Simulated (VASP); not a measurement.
Stiffness of cubic NaCl

The cell as given, ahead of any relaxation:

Symmetry: Fm-3m, No. 225, cubic system. The conventional cell has a = 5.620 Å, b = 5.620 Å, c = 5.620 Å, α = 90.00°, β = 90.00°, γ = 90.00°. Na (site symmetry m-3m) has 6 Cl at 2.81 Å as nearest neighbours. Around Cl (site symmetry m-3m) lie 6 Na at 2.81 Å.

The cell was built by a generator and isn't the measured one.

Constants in GPa on the cubic axes, for the cell relaxed at the run's level, where symmetry holds the atoms; no spin polarisation, no spin-orbit coupling. Meshes are those of the run's cell of 2 atoms. Occupations: gaussian 0.05 eV (run 1); gaussian 0.05 eV (run 2); gaussian 0.05 eV (run 3); gaussian 0.05 eV (run 4); gaussian 0.05 eV (run 5). Space group Fm-3m.

| run | level | program and potentials | k mesh | cell | C11 | C12 | C44 |
| --- | --- | --- | --- | --- | --- | --- | --- |
| 1 | PBE | VASP, PBE PAW files Cl, Na_pv, 600 eV | 10 × 10 × 10 | relaxed, 23.10 Å³ an atom | 47.6 | 11.8 | 12.3 |
| 2 | PBE+D3(BJ) | VASP, PBE PAW files Cl, Na_pv, 600 eV | 10 × 10 × 10 | relaxed, 21.70 Å³ an atom | 62.1 | 11.0 | 12.6 |
| 3 | PBEsol | VASP, PBE PAW files Cl, Na_pv, 600 eV (made for PBE) | 10 × 10 × 10 | relaxed, 22.02 Å³ an atom | 55.1 | 11.3 | 12.0 |
| 4 | optB88-vdW | VASP, PBE PAW files Cl, Na_pv, 600 eV (made for PBE) | 10 × 10 × 10 | relaxed, 22.03 Å³ an atom | 60.9 | 11.2 | 13.2 |
| 5 | rev-vdW-DF2 | VASP, PBE PAW files Cl, Na_pv, 600 eV (made for PBE) | 10 × 10 × 10 | relaxed, 22.16 Å³ an atom | 57.9 | 10.7 | 12.8 |

**Question.** For run 2, work out the bulk, shear and Young's moduli of a random polycrystal, Poisson's ratio and the anisotropy, and test the cell's stability.

**Answer.** From the values as printed: B = (C11 + 2 C12)/3 = 28.0 GPa. Voigt: G_V = (C11 - C12 + 3 C44)/5 = 17.8; Reuss: G_R = 5 C44 (C11 - C12)/[4 C44 + 3 (C11 - C12)] = 15.8; Hill's mean, from the unrounded bounds, G = 16.8 GPa. Young's modulus E = 9BG/(3B + G) = 42.0 GPa, Poisson's ratio ν = (3B - 2G)/[2(3B + G)] = 0.250. Zener's ratio 2 C44/(C11 - C12) = 0.49, so the crystal is stiffest along ⟨100⟩ and softest along ⟨111⟩. C11 > |C12|, C11 + 2 C12 > 0 and C44 > 0 hold, so the cell is stable against small uniform strains, which says nothing of soft phonons. Over the runs shown B spans 23.7 to 28.0 GPa and C44 12.0 to 13.2.
